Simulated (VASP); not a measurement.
A VASP calculation is set up with these files.

**KPOINTS**
```
Regular mesh
0
Gamma
14 14 14
```

INCAR:
```
IBRION = 2   ! conjugate gradients
GGA = PE
LREAL = F
ENCUT = 600   ! plane-wave cut-off (eV)
ISIF = 3   ! ions, shape and volume
LCHARG = F
PSTRESS = 300   ! kbar
ISMEAR = 1
NELM = 100
LWAVE = F
ALGO = Normal
PREC = Accurate
NSW = 40   ! most ionic steps
SYSTEM = TiC
SIGMA = 0.1   ! width (eV)
LASPH = T   ! aspherical one-centre terms
LMAXMIX = 4   ! l cut-off of mixed one-centre charges
EDIFF = 1E-7
EDIFFG = -0.01
```

### POSCAR
```
TiC
1
   -0.0000000000     2.0964509557     2.0964509557
    2.0964509557     0.0000000000     2.0964509557
    2.0964509557     2.0964509557    -0.0000000000
Ti C
1 1
Direct
  0.0000000000   0.0000000000   0.0000000000
  0.5000000000   0.5000000000   0.5000000000
```

POTCAR, in this order: Ti_sv C (PBE.64 set). Program: vasp_std.

Q: Translate this PBE calculation to Ansatz.

A: One equivalent input (not run):
Ansatz 0.2 input:
```yaml
crystal:
  lattice:
    - [0.0000000, 2.0964510, 2.0964510]
    - [2.0964510, 0.0000000, 2.0964510]
    - [2.0964510, 2.0964510, 0.0000000]
  atoms:
    - { symbol: Ti, position: [0.0000000, 0.0000000, 0.0000000] }
    - { symbol: C, position: [0.5000000, 0.5000000, 0.5000000] }
kpoints:
  mp_grid: { grid: [14, 14, 14] }
hamiltonian:
  xc: pbe
  pseudopotentials: { kind: paw }
scf:
  occupations: { method: methfessel_paxton, width: 0.1 }
  max_iter: 100
relax:
  max_steps: 40
  f_tol: 0.01
  cell: { p_target: 30 }
output: { forces: true, stress: true, eigenvalues: true }
```
What does not carry over: each code has its own PAW files, so the cut-off isn't converted (ENCUT is set for VASP's; basis.ecutwfc is left out, and Ansatz then takes the one that its files recommend); Ansatz stops its SCF on the density residual and VASP on the energy change (EDIFF).

The compound is TiC in the rock salt structure. It was relaxed first under an external pressure of 30 GPa.
